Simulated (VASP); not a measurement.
These are r2SCAN meta-GGA, VASP's PBE PAW potentials (set 64) (plane waves; VASP) values and carry that method's errors.

VASP input:

KPOINTS:
```
Automatic mesh
0
Gamma
 13 13 9
```

POSCAR:
```
TiAl
1
    2.8442630548     0.0000000000     0.0000000000
    0.0000000000     2.8442630548     0.0000000000
    0.0000000000     0.0000000000     4.0929070420
Ti Al
1 1
Direct
  0.0000000000   0.0000000000   0.0000000000
  0.5000000000   0.5000000000   0.5000000000
```

**INCAR**
```
PREC  =  Accurate
NELM  =  100
NSW  =  30
ALGO  =  Normal
ISMEAR  =  1   # Methfessel-Paxton
ISIF  =  4   # ions and shape, fixed volume
LWAVE  =  .FALSE.
LREAL  =  .FALSE.   # projection in real space or not
SIGMA  =  0.1   # width (eV)
EDIFF  =  1E-7   # SCF stop (eV)
LMIXTAU  =  .TRUE.
IBRION  =  2   # conjugate gradients
EDIFFG  =  -0.01   # ionic stop
LCHARG  =  .FALSE.
ENCUT  =  520
LASPH  =  .TRUE.   # aspherical one-centre terms
LMAXMIX  =  4
METAGGA  =  R2SCAN
SYSTEM  =  TiAl
```

POTCAR, in this order: Ti_sv Al (PBE.64 set). Program: vasp_std.

What VASP printed:

OSZICAR:
```
       N       E                     dE             d eps       ncg     rms          rms(c)
DAV:   1     0.840894046184E+02    0.84089E+02   -0.77262E+03  3080   0.143E+03
DAV:   2    -0.183462470944E+02   -0.10244E+03   -0.99562E+02  3107   0.343E+02
DAV:   3    -0.249629858351E+02   -0.66167E+01   -0.63544E+01  4901   0.841E+01
DAV:   4    -0.252325789405E+02   -0.26959E+00   -0.26778E+00  3930   0.147E+01
DAV:   5    -0.252466729480E+02   -0.14094E-01   -0.14062E-01  4503   0.298E+00    0.110E+01
DAV:   6    -0.210222305064E+02    0.42244E+01   -0.15774E+01  4480   0.563E+01    0.311E+00
DAV:   7    -0.204106282301E+02    0.61160E+00   -0.18548E+00  3677   0.162E+01    0.184E+00
DAV:   8    -0.205392878951E+02   -0.12866E+00   -0.57433E-01  3763   0.604E+00    0.126E+00
DAV:   9    -0.205372277243E+02    0.20602E-02   -0.64783E-02  3477   0.361E+00    0.727E-01
DAV:  10    -0.205222599789E+02    0.14968E-01   -0.21192E-01  3216   0.541E+00    0.260E-01
DAV:  11    -0.205755854881E+02   -0.53326E-01   -0.35249E-02  3146   0.195E+00    0.118E-01
DAV:  12    -0.205776488473E+02   -0.20634E-02   -0.14967E-03  3871   0.437E-01    0.756E-02
DAV:  13    -0.205785869844E+02   -0.93814E-03   -0.72968E-04  3194   0.341E-01    0.536E-02
DAV:  14    -0.205786912540E+02   -0.10427E-03   -0.47826E-04  3201   0.314E-01    0.229E-02
DAV:  15    -0.205786898454E+02    0.14086E-05   -0.36675E-05  3544   0.718E-02    0.169E-02
DAV:  16    -0.205786851713E+02    0.46740E-05   -0.21774E-05  3328   0.572E-02    0.876E-03
DAV:  17    -0.205786891990E+02   -0.40277E-05   -0.95385E-06  4061   0.335E-02    0.151E-03
DAV:  18    -0.205786885470E+02    0.65204E-06   -0.86496E-07  3484   0.105E-02    0.168E-03
DAV:  19    -0.205786890747E+02   -0.52772E-06   -0.83989E-07  3173   0.130E-02    0.505E-04
DAV:  20    -0.205786891267E+02   -0.51964E-07   -0.26024E-08  1648   0.237E-03
   1 F= -.20578689E+02 E0= -.20578659E+02  d E =-.205787E+02
```

OUTCAR:
```
------------------------ aborting loop because EDIFF is reached ----------------------------------------
  FORCE on cell =-STRESS in cart. coord.  units (eV):
  Direction    XX          YY          ZZ          XY          YZ          ZX
  --------------------------------------------------------------------------------------
  Total       -0.7072260     -0.7072260     -0.7074563      0.0000000     -0.0000000      0.0000000
  in kB      -34.2213703    -34.2213703    -34.2325161      0.0000000     -0.0000000      0.0000000
  external PRESSURE =     -34.2250855 kB  Pullay stress =       0.0000000 kB
  volume of cell :       33.11
      direct lattice vectors                 reciprocal lattice vectors
     2.844263055  0.000000000  0.000000000     0.351584920  0.000000000  0.000000000
     0.000000000  2.844263055  0.000000000     0.000000000  0.351584920  0.000000000
     0.000000000  0.000000000  4.092907042     0.000000000  0.000000000  0.244325119
 POSITION                                       TOTAL-FORCE (eV/Angst)
 -----------------------------------------------------------------------------------
      0.00000      0.00000      0.00000         0.000000      0.000000      0.000000
      1.42213      1.42213      2.04645         0.000000      0.000000      0.000000
 -----------------------------------------------------------------------------------
    total drift:                                0.000000      0.000000      0.000000
  FREE ENERGIE OF THE ION-ELECTRON SYSTEM (eV)
  ---------------------------------------------------
  free  energy   TOTEN  =       -20.5786891267 eV

  energy  without entropy=      -20.5785993381  energy(sigma->0) =      -20.57865920

 reached required accuracy - stopping structural energy minimisation
```
(Selected blocks of OUTCAR.)

The compound is TiAl in the L1_0 structure. This cell is one point of a volume scan, at 1.03 of the reference volume. The electron count is odd and the run is not spin-polarised, which forces a metal.
